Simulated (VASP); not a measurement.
# The low-index faces of Mg, part 2 of 3

Aim: compare the low-index faces of Mg at one level of theory.

VASP 6.6.1; PBEsol; plane waves and PAW (Mg).

So far. Step 3 (The bulk reference, job self-consistent run, k-mesh …): The run ends at a pressure of 0.01 GPa.

### 4. Surface relaxation, 8 atoms, face Mg(0001)

System of this step: Mg(0001). The cell holds 8 atoms: 8 Mg. Its edges and angles: a = 3.172 Å, b = 3.172 Å, c = 33.064 Å, α = 90.0°, β = 90.0°, γ = 60.0°. It derives from Mg. 8 layers of hcp Mg, cut at this functional's lattice. Vacuum lies along c.

All atoms relax at the fixed cell.

INCAR reads:

```
SYSTEM = Mg
PREC = Normal
ENCUT = 320
EDIFF = 1E-05
NELM = 120
ISMEAR = 1
SIGMA = 0.15
LREAL = .FALSE.
ALGO = Fast
GGA = PS
NBANDS = 16
LORBIT = 11
LWAVE = .FALSE.
LCHARG = .FALSE.
KPAR = 4
IBRION = 2
NSW = 40
ISIF = 2
EDIFFG = -0.03
POTIM = 0.4
MAXMIX = 40
```

POSCAR reads:

```
Mg
1.0
    3.1720207111      0.0000000000      0.0000000000
    1.5860103556      2.7470505171      0.0000000000
    0.0000000000      0.0000000000     33.0638600128
Mg
8
Direct
    0.6666666700      0.6666666700      0.2268337700
    0.0000000000      0.0000000000      0.3048812600
    0.6666666700      0.6666666700      0.3829287600
    0.0000000000      0.0000000000      0.4609762500
    0.6666666700      0.6666666700      0.5390237500
    0.0000000000      0.0000000000      0.6170712400
    0.6666666700      0.6666666700      0.6951187400
    0.0000000000      0.0000000000      0.7731662300
```

KPOINTS reads:

```
Automatic mesh
0
Gamma
12 12 1
0 0 0
```

PAW data sets: Mg (PBE family, release 64).

Started as:

```sh
$ mpirun -np 4 vasp_std
```

The program printed:

```text
[banner, memory and clock lines left out]
running    4 mpi-ranks, on    1 nodes
 distrk:  each k-point on    1 cores,    4 groups
 distr:  one band on    1 cores,    1 groups

 POSCAR found type information on POSCAR Mg
 POSCAR found :  1 types and       8 ions
 [... a notice as in an earlier step ...]

 LDA part: xc-table for (Slater+PW92), standard interpolation
 POSCAR, INCAR and KPOINTS ok, starting setup
 FFT: planning ... GRIDC
 FFT: planning ... GRID_SOFT
 FFT: planning ... GRID
 WAVECAR not read
 entering main loop
       N       E                     dE             d eps       ncg     rms          rms(c)
DAV:   1     0.134777375842E+02    0.13478E+02   -0.32743E+03   608   0.465E+02
DAV:   2    -0.123568770199E+02   -0.25835E+02   -0.23147E+02   832   0.712E+01
DAV:   3    -0.133499943642E+02   -0.99312E+00   -0.95290E+00   856   0.135E+01
DAV:   4    -0.133723128423E+02   -0.22318E-01   -0.22310E-01   856   0.245E+00
DAV:   5    -0.133731030484E+02   -0.79021E-03   -0.79018E-03   952   0.410E-01    0.212E+00
RMM:   6    -0.136486344266E+02   -0.27553E+00   -0.42445E-01   629   0.107E+00    0.191E+00
RMM:   7    -0.131681883744E+02    0.48045E+00   -0.56403E-02   628   0.521E-01    0.117E+00
RMM:   8    -0.130933262724E+02    0.74862E-01   -0.31181E-02   633   0.579E-01    0.439E-01
RMM:   9    -0.130877610830E+02    0.55652E-02   -0.87460E-03   634   0.377E-01    0.885E-02
RMM:  10    -0.130877603934E+02    0.68957E-06   -0.12449E-03   640   0.168E-01    0.322E-02
RMM:  11    -0.130879325768E+02   -0.17218E-03   -0.37115E-04   629   0.936E-02    0.149E-02
RMM:  12    -0.130879601642E+02   -0.27587E-04   -0.95985E-05   582   0.455E-02    0.825E-03
RMM:  13    -0.130879688103E+02   -0.86461E-05   -0.47670E-05   537   0.303E-02
   1 F= -.13087969E+02 E0= -.13086833E+02  d E =-.130880E+02
 curvature:   0.00 expect dE= 0.000E+00 dE for cont linesearch  0.000E+00
 trial: gam= 0.00000 g(F)=  0.423E-03 g(S)=  0.000E+00 ort = 0.000E+00 (trialstep = 0.100E+01)
 search vector abs. value=  0.423E-03
 bond charge predicted
       N       E                     dE             d eps       ncg     rms          rms(c)
DAV:   1    -0.130883693679E+02   -0.40920E-03   -0.76190E-04   808   0.149E-01    0.628E-03
RMM:   2    -0.130883721140E+02   -0.27461E-05   -0.40882E-05   572   0.350E-02
   2 F= -.13088372E+02 E0= -.13087270E+02  d E =-.403304E-03
[... from here on, the cycles between the ionic steps are left out ...]
   3 F= -.13089319E+02 E0= -.13088327E+02  d E =-.134994E-02
   4 F= -.13089811E+02 E0= -.13089052E+02  d E =-.184242E-02
   5 F= -.13089854E+02 E0= -.13089042E+02  d E =-.188554E-02
   6 F= -.13090317E+02 E0= -.13089522E+02  d E =-.463014E-03
   7 F= -.13091441E+02 E0= -.13090685E+02  d E =-.158661E-02
   8 F= -.13092414E+02 E0= -.13091696E+02  d E =-.255954E-02
   9 F= -.13092955E+02 E0= -.13092261E+02  d E =-.541195E-03
 ZBRENT: can't locate minimum, use default step
 trial-energy change:   -0.000541  1 .order   -0.000540   -0.000576   -0.000503
 step:   6.3837(harm= 12.5973)  dis= 0.02174  next Energy=   -13.094688 (dE=-0.227E-02)
 bond charge predicted
       N       E                     dE             d eps       ncg     rms          rms(c)
DAV:   1    -0.130940839315E+02   -0.11319E-02   -0.37730E-02   608   0.112E+00    0.398E-02
RMM:   2    -0.130941360532E+02   -0.52122E-04   -0.98092E-04   644   0.194E-01    0.673E-03
RMM:   3    -0.130941558235E+02   -0.19770E-04   -0.25919E-04   688   0.974E-02    0.226E-03
RMM:   4    -0.130941591077E+02   -0.32842E-05   -0.34555E-05   534   0.367E-02
  10 F= -.13094159E+02 E0= -.13093510E+02  d E =-.174522E-02
 curvature: -14.88 expect dE=-0.124E-02 dE for cont linesearch -0.387E-03
 trial: gam=-0.23493 g(F)=  0.832E-04 g(S)=  0.000E+00 ort = 0.180E-03 (trialstep = 0.255E+01)
 search vector abs. value=  0.676E-04
 reached required accuracy - stopping structural energy minimisation
```

Elapsed: 41 s, on 4 MPI ranks of AMD EPYC 7R43, shared host; peak memory 0.66 GiB.

Parts of OUTCAR (step 4):

```text
  LATTYP: Found a hexagonal cell.
 ALAT       =     3.1720207111
 C/A-ratio  =    10.4235952487

 Subroutine GETGRP returns: Found 12 space group operations
 (whereof  6 operations were pure point group operations)

The static configuration has the point symmetry C_3v.
 The point group associated with its full space group is D_3d.

 Found     19 irreducible k-points:

   k-points           NKPTS =     19   k-points in BZ     NKDIM =     19   number of bands    NBANDS=     16

   dimension x,y,z NGX =    14 NGY =   14 NGZ =  150
   dimension x,y,z NGXF=    28 NGYF=   28 NGZF=  300

   ENCUT  =  320.0 eV  23.52 Ry    4.85 a.u.   4.63  4.63 48.23*2*pi/ulx,y,z

   NELECT =      16.0000    total number of electrons

 E-fermi :   0.3460

 k-point     1 :       0.0000    0.0000    0.0000
  band No.  band energies     occupation
    ...
      5      -4.7604      2.00000
      6      -3.9481      2.00000
      7      -2.9804      2.00000
      8      -1.8578      2.00000
      9      -0.9863      2.00000
     10       0.4451      0.10956
     11       1.6730     -0.00000
     12       2.8038     -0.00000
     13       3.5683      0.00000
     14       4.3908      0.00000
    ...

 k-point     2 :       0.0833    0.0000    0.0000
  band No.  band energies     occupation
    ...
      5      -4.6239      2.00000
      6      -3.8127      2.00000
      7      -2.8460      2.00000
      8      -1.7239      2.00000
      9      -0.8581      2.00000
     10       0.5746     -0.05314
     11       1.8012     -0.00000
     12       2.9320     -0.00000
     13       3.7009      0.00000
     14       4.5205      0.00000
    ...

  Total       -0.2991958     -0.2991958     -0.3474411     -0.0000000      0.0000000      0.0000000
  in kB       -1.6638335     -1.6638335     -1.9321263     -0.0000000      0.0000000      0.0000000
  external PRESSURE =      -1.7532644 kB  Pullay stress =       0.0000000 kB

  energy-cutoff  :      320.00
  volume of cell :      288.11
      direct lattice vectors                 reciprocal lattice vectors
     3.172020711  0.000000000  0.000000000     0.315256454 -0.182013398  0.000000000
     1.586010356  2.747050517  0.000000000     0.000000000  0.364026797  0.000000000
     0.000000000  0.000000000 33.063860013     0.000000000  0.000000000  0.030244503

 POSITION                                       TOTAL-FORCE (eV/Angst)
 -----------------------------------------------------------------------------------
      3.17202      1.83137      7.55222         0.000000      0.000000      0.021638
      3.17202      0.00000     10.15694        -0.000000     -0.000000     -0.004368
      3.17202      1.83137     12.70479         0.000000      0.000000     -0.008597
      0.00000      0.00000     15.25267        -0.000000     -0.000000      0.022722
      3.17202      1.83137     17.81119         0.000000      0.000000     -0.022722
      1.58601      2.74705     20.35907        -0.000000     -0.000000      0.008597
      3.17202      1.83137     22.90692         0.000000      0.000000      0.004368
      3.17202      0.00000     25.51164        -0.000000     -0.000000     -0.021638
 -----------------------------------------------------------------------------------
    total drift:                                0.000036      0.000021     -0.000025

  FREE ENERGIE OF THE ION-ELECTRON SYSTEM (eV)
  ---------------------------------------------------
  free  energy   TOTEN  =       -13.0941591077 eV

  energy  without entropy=      -13.0922131384  energy(sigma->0) =      -13.09351045

 total charge
# of ion       s       p       d       tot
------------------------------------------
    1        0.214   0.114   0.008   0.336
    2        0.210   0.130   0.012   0.352
    3        0.209   0.134   0.012   0.355
    4        0.209   0.133   0.012   0.354
    5        0.209   0.133   0.012   0.354
    6        0.209   0.134   0.012   0.355
    7        0.210   0.130   0.012   0.352
    8        0.214   0.114   0.008   0.336
--------------------------------------------------
tot          1.684   1.022   0.087   2.793

[... 1 part as in an earlier step ...]

[... 7 further parts left out ...]
```

The run keeps the 12 symmetry operations of its start, so it cannot find a distortion of lower symmetry.

The steps of the relaxation:

| step | energy less that of the first step (eV) | largest force (eV/Å) |
| --- | --- | --- |
| 1 | 0.0000 | 0.0731 |
| 2 | -0.0004 | 0.0649 |
| 3 | -0.0014 | 0.0418 |
| 4 | -0.0018 | 0.0451 |
| 5 | -0.0019 | 0.0383 |
| 6 | -0.0023 | 0.0336 |
| 7 | -0.0035 | 0.0318 |
| 8 | -0.0044 | 0.0568 |
| 9 | -0.0050 | 0.0481 |
| 10 | -0.0062 | 0.0227 |

The atoms that moved most (Å):

| atom | dx | dy | dz | length |
| --- | --- | --- | --- | --- |
| Mg2 | 0.000 | 0.000 | 0.076 | 0.076 |
| Mg7 | 0.000 | 0.000 | -0.076 | 0.076 |
| Mg1 | 0.000 | 0.000 | 0.052 | 0.052 |
| Mg8 | 0.000 | 0.000 | -0.052 | 0.052 |
| Mg6 | 0.000 | 0.000 | -0.044 | 0.044 |
| Mg3 | 0.000 | 0.000 | 0.044 | 0.044 |
| Mg5 | 0.000 | 0.000 | -0.011 | 0.011 |
| Mg4 | 0.000 | 0.000 | 0.011 | 0.011 |

The relaxed structure:

```
Mg
1.0
     3.17202    0.00000    0.00000
     1.58601    2.74705    0.00000
     0.00000    0.00000   33.06386
Mg
8
Direct
  0.66667 0.66667 0.22841
  0.00000 0.00000 0.30719
  0.66667 0.66667 0.38425
  0.00000 0.00000 0.46131
  0.66667 0.66667 0.53869
  0.00000 0.00000 0.61575
  0.66667 0.66667 0.69281
  0.00000 0.00000 0.77159
```

This step gave:

* electronic cycles: 47
* electrons: 16
* free energy (TOTEN): -13.09 eV
* energy at zero smearing: -13.09 eV
* Fermi energy: 0.346 eV

The run ended after 10 ionic steps, 0.006 eV below its first step, once the forces on the free atoms met EDIFFG = -0.03.

### 5. Potential and states of the slab, 8 atoms, face Mg(0001)

A static run writes the electrostatic potential without exchange and correlation (LVHAR), which is flat in the vacuum and gives the level to count from. The dipole correction cancels the field that unlike faces would set up across the vacuum.

INCAR reads:

```
SYSTEM = Mg
PREC = Normal
ENCUT = 320
EDIFF = 1E-06
NELM = 120
ISMEAR = 1
SIGMA = 0.15
LREAL = .FALSE.
ALGO = Fast
GGA = PS
NBANDS = 16
LORBIT = 11
LWAVE = .FALSE.
LCHARG = .TRUE.
KPAR = 4
IDIPOL = 3
LDIPOL = .TRUE.
DIPOL = 0.5 0.5 0.5
LVHAR = .TRUE.
LVACPOTAV = .TRUE.
NEDOS = 1500
```

POSCAR reads:

```
Mg
1.0
    3.1720207111      0.0000000000      0.0000000000
    1.5860103556      2.7470505171      0.0000000000
    0.0000000000      0.0000000000     33.0638600128
Mg
8
Direct
    0.6666666700      0.6666666700      0.2284131320
    0.0000000000      0.0000000000      0.3071917251
    0.6666666700      0.6666666700      0.3842501898
    0.0000000000      0.0000000000      0.4613094763
    0.6666666700      0.6666666700      0.5386905237
    0.0000000000      0.0000000000      0.6157498102
    0.6666666700      0.6666666700      0.6928082749
    0.0000000000      0.0000000000      0.7715868680
```

KPOINTS is that of step 4.

Started as:

```sh
$ mpirun -np 4 vasp_std
```

The program printed:

```text
[... set-up lines as in an earlier step ...]
 entering main loop
       N       E                     dE             d eps       ncg     rms          rms(c)
DAV:   1     0.136607917188E+02    0.13661E+02   -0.32768E+03   608   0.465E+02
DAV:   2    -0.123557020600E+02   -0.26016E+02   -0.23331E+02   832   0.715E+01
DAV:   3    -0.133592351502E+02   -0.10035E+01   -0.96351E+00   856   0.136E+01
DAV:   4    -0.133819642634E+02   -0.22729E-01   -0.22721E-01   864   0.247E+00
DAV:   5    -0.133827684944E+02   -0.80423E-03   -0.80420E-03   952   0.415E-01    0.212E+00
RMM:   6    -0.137154511649E+02   -0.33268E+00   -0.45083E-01   740   0.108E+00    0.197E+00
RMM:   7    -0.131667385801E+02    0.54871E+00   -0.90505E-02   738   0.585E-01    0.117E+00
RMM:   8    -0.130988010255E+02    0.67938E-01   -0.32220E-02   681   0.583E-01    0.430E-01
RMM:   9    -0.130938316576E+02    0.49694E-02   -0.10131E-02   744   0.379E-01    0.840E-02
RMM:  10    -0.130939055045E+02   -0.73847E-04   -0.14413E-03   743   0.164E-01    0.300E-02
RMM:  11    -0.130940782771E+02   -0.17277E-03   -0.45433E-04   796   0.913E-02    0.150E-02
RMM:  12    -0.130941032683E+02   -0.24991E-04   -0.11265E-04   751   0.437E-02    0.736E-03
RMM:  13    -0.130941111326E+02   -0.78643E-05   -0.34596E-05   741   0.261E-02    0.435E-03
RMM:  14    -0.130941162769E+02   -0.51443E-05   -0.19533E-05   726   0.168E-02    0.209E-03
RMM:  15    -0.130941195565E+02   -0.32797E-05   -0.42503E-06   664   0.956E-03    0.149E-03
RMM:  16    -0.130941395286E+02   -0.19972E-04   -0.33910E-06   626   0.659E-03    0.894E-04
RMM:  17    -0.130941425348E+02   -0.30061E-05   -0.49000E-07   517   0.346E-03    0.590E-04
RMM:  18    -0.130941564339E+02   -0.13899E-04   -0.70258E-07   521   0.277E-03    0.354E-04
RMM:  19    -0.130941568236E+02   -0.38968E-06   -0.44730E-08   325   0.145E-03
 -----------------------------------------------------------------------------
|                                                                             |
|           W    W    AA    RRRRR   N    N  II  N    N   GGGG   !!!           |
|           W    W   A  A   R    R  NN   N  II  NN   N  G    G  !!!           |
|           W    W  A    A  R    R  N N  N  II  N N  N  G       !!!           |
|           W WW W  AAAAAA  RRRRR   N  N N  II  N  N N  G  GGG   !            |
|           WW  WW  A    A  R   R   N   NN  II  N   NN  G    G                |
|           W    W  A    A  R    R  N    N  II  N    N   GGGG   !!!           |
|                                                                             |
|     Did not find any points to average over, which means that no vacuum     |
|     field-free region was found. Please increase the size of  your cell     |
|     in the dimension of the dipole correction to obtain accurate            |
|     workfunction values.                                                    |
|                                                                             |
 -----------------------------------------------------------------------------

   1 F= -.13094157E+02 E0= -.13093507E+02  d E =-.195039E-02
```

Wall time 16 s (4 MPI ranks); peak memory 0.58 GiB.

OUTCAR, selected parts (step 5):

```text
   NELECT =      16.0000    total number of electrons

 dipolmoment           0.000000      0.000000      0.000000 electrons x Angstroem

 E-fermi :   0.3459

 k-point     1 :       0.0000    0.0000    0.0000
  band No.  band energies     occupation
    ...
      5      -4.7604      2.00000
      6      -3.9482      2.00000
      7      -2.9804      2.00000
      8      -1.8578      2.00000
      9      -0.9863      2.00000
     10       0.4450      0.10926
     11       1.6730     -0.00000
     12       2.8042     -0.00000
     13       3.5478      0.00000
     14       4.3927      0.00000
    ...

  Total       -0.2991955     -0.2991955     -0.3474134     -0.0000000      0.0000000      0.0000000
  in kB       -1.6638316     -1.6638316     -1.9319726     -0.0000000      0.0000000      0.0000000
  external PRESSURE =      -1.7532119 kB  Pullay stress =       0.0000000 kB

 POSITION                                       TOTAL-FORCE (eV/Angst)
 -----------------------------------------------------------------------------------
      3.17202      1.83137      7.55222         0.000000      0.000000      0.022110
      0.00000      0.00000     10.15694        -0.000000      0.000000     -0.004250
      3.17202      1.83137     12.70479        -0.000000     -0.000000     -0.008432
      0.00000      0.00000     15.25267        -0.000000     -0.000000      0.023359
      3.17202      1.83137     17.81119         0.000000      0.000000     -0.023359
      0.00000      0.00000     20.35907         0.000000      0.000000      0.008432
      3.17202      1.83137     22.90692         0.000000     -0.000000      0.004250
      0.00000      0.00000     25.51164         0.000000      0.000000     -0.022110
 -----------------------------------------------------------------------------------
    total drift:                                0.000036      0.000021     -0.000024

  FREE ENERGIE OF THE ION-ELECTRON SYSTEM (eV)
  ---------------------------------------------------
  free  energy   TOTEN  =       -13.0941568236 eV

  energy  without entropy=      -13.0922064330  energy(sigma->0) =      -13.09350669

 vacuum level on the upper side and lower side of the slab         4.035         4.035

[... 9 parts as in an earlier step ...]

[... 8 further parts left out ...]
```

Numbers from this step:

* electronic cycles: 19
* Fermi energy: 0.3459 eV
* dipole moment: 0, 0, 0 e·Å
* vacuum levels: 4.035, 4.035 eV
* work functions of the upper and lower face: 3.689, 3.689 eV

The planar average of the electrostatic potential oscillates, so the rows of the table below give means over windows of 2.54 Å about each position, cut where the curve ends. Its maxima inside the range that stand out by 2 % of the span (Å: eV): 8.8: 0.943, 11.5: 0.819, 14.0: 0.786, 16.5: 0.823, 19.1: 0.786, 21.6: 0.819, 24.2: 0.943. Its minima: 7.5: -6.51, 10.1: -6.46, 12.7: -6.46, 15.2: -6.51, 17.9: -6.51, 20.4: -6.46, 22.9: -6.46, 25.6: -6.51.

Zero at the Fermi level. The planar average of the electrostatic potential by height; means over each step:

| height (Å) | planar average of the electrostatic potential (eV) |
| --- | --- |
| 1.27 | 3.69 |
| 3.81 | 3.67 |
| 6.35 | -0.163 |
| 8.89 | -2.54 |
| 11.43 | -2.72 |
| 13.97 | -2.76 |
| 16.51 | -2.74 |
| 19.05 | -2.76 |
| 21.59 | -2.72 |
| 24.13 | -2.54 |
| 26.67 | -0.334 |
| 29.21 | 3.66 |
| 31.75 | 3.69 |

Density of states in the PAW spheres, an atom over height of the layer and energy from the Fermi level.

Values in states/eV, 22 rows by 8 columns, each cell a mean:
```
0.059 0.051 0.054 0.055 0.055 0.054 0.051 0.059
0.086 0.085 0.078 0.083 0.083 0.078 0.085 0.086
0.052 0.060 0.077 0.067 0.067 0.077 0.060 0.052
0.089 0.076 0.062 0.063 0.063 0.062 0.076 0.089
0.068 0.067 0.064 0.070 0.070 0.064 0.067 0.068
0.086 0.086 0.083 0.076 0.076 0.083 0.086 0.086
0.057 0.060 0.067 0.071 0.071 0.067 0.060 0.057
0.069 0.057 0.055 0.053 0.053 0.055 0.057 0.069
0.059 0.064 0.056 0.059 0.059 0.056 0.064 0.059
0.060 0.057 0.067 0.061 0.061 0.067 0.057 0.060
0.053 0.046 0.042 0.054 0.054 0.042 0.046 0.053
0.054 0.052 0.052 0.047 0.047 0.052 0.052 0.054
0.041 0.040 0.050 0.052 0.052 0.050 0.040 0.041
0.044 0.040 0.041 0.041 0.041 0.041 0.040 0.044
0.032 0.041 0.045 0.040 0.040 0.045 0.041 0.032
0.026 0.034 0.030 0.034 0.034 0.030 0.034 0.026
0.020 0.036 0.031 0.035 0.035 0.031 0.036 0.020
0.011 0.027 0.024 0.022 0.022 0.024 0.027 0.011
0.004 0.014 0.020 0.019 0.019 0.020 0.014 0.004
0.000 0.002 0.005 0.007 0.007 0.005 0.002 0.000
0.000 0.000 0.000 0.000 0.000 0.000 0.000 0.000
0.000 0.000 0.000 0.000 0.000 0.000 0.000 0.000
```
Columns: height of the layer (Å) from 7.6 to 25.5; rows upwards: energy from the Fermi level (eV) from -7.9 to 0.5.

Valence density in the ca plane at fractional y = 0.000, with atoms of Mg within 0.2 Å of it. It is the smooth field of the valence electrons, not physical close to the nuclei.

Values in e/Å³, 5 rows by 16 columns, each cell a mean:
```
0.06 0.06 0.10 0.11 0.10 0.06 0.06 0.10 0.11 0.10 0.07 0.04 0.04 0.01 0.00 0.00
0.09 0.09 0.10 0.09 0.10 0.09 0.09 0.10 0.09 0.09 0.09 0.09 0.04 0.01 0.00 0.00
0.10 0.10 0.09 0.08 0.09 0.10 0.10 0.09 0.08 0.09 0.10 0.09 0.04 0.01 0.00 0.00
0.09 0.08 0.10 0.10 0.10 0.09 0.08 0.10 0.10 0.10 0.09 0.08 0.04 0.01 0.00 0.00
0.05 0.05 0.10 0.11 0.10 0.06 0.05 0.10 0.11 0.10 0.06 0.04 0.04 0.01 0.00 0.00
```
Columns run along c (16.0 Å, from fractional 0.44 to 0.92 of the cell), rows up along a (3.2 Å). Atoms in or near the plane, at fractional coordinates: Mg at (0.46, 0.00), Mg at (0.62, 0.00), Mg at (0.77, 0.00).

The map of layer states is cut here 0.5 eV above the Fermi level, so it leaves out the states above that.

The vacuum level lies 3.69 eV above the Fermi level at the upper face; both faces agree, as the slab has next to no dipole.

The program found no field-free point at its default tolerance, but its printed level agrees with the flat part of the planar average.

On this mesh the fine structure of the density of states is sampling noise, and high empty states may be cut by the number of bands.

[end of part 2 of 3]

[Lines on the potential files, build, host, timing and source positions are cut from VASP's logs without a mark.]

[Logs are printed without paths, hosts, clocks, repeated set-up lines and the standing remarks that a program may print on its own settings, such as how far it seeks lower states.]

[Hosts, paths, dates, database ids (printed as entryN), source tags and the programs' standing remarks are cut or masked in the printed files.]

[Runs that stopped without an error message from VASP are left out.]
